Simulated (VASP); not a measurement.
Input:

```xyz
2
Lattice="2.8800 0.0000 0.0000 0.0000 2.8800 0.0000 0.0000 0.0000 2.8800" Properties=species:S:1:pos:R:3 pbc="T T T"
Ga     1.4400     1.4400     1.4400
Co     0.0000     0.0000     0.0000
```

The numbers are results of vdW-DF2, VASP's PBE PAW potentials (set 64) (plane waves; VASP), not measurements. Numerical set-up: 520 eV cut-off, 11×11×11 Γ-centred mesh, first-order Methfessel-Paxton smearing of 0.10 eV, potentials Ga_d Co.

Energy and stress use the plane-wave basis of the starting cell.

### Question
The ions, cell shape and volume are relaxed. Give the cell that the relaxation ends in.

### Answer

```xyz
2
Lattice="2.9507 0.0000 0.0000 0.0000 2.9507 0.0000 0.0000 0.0000 2.9507" Properties=species:S:1:pos:R:3 pbc="T T T"
Ga     1.4753     1.4753     1.4753
Co     2.9507     2.9507     0.0000
```
Space group Pm-3m (221), at a tolerance of 0.03 Å.

### Question
How do energy and volume change from the first to the last step?

### Answer
The energy (σ→0) changes by -31.2 meV/atom and the volume by +7.5 %, in 5 ionic steps.

The compound is CoGa in the CsCl type structure. This run relaxes it. Symmetry was kept, so distortions that lower it aren't found. The run is not spin-polarised, so no magnetic state was tried.
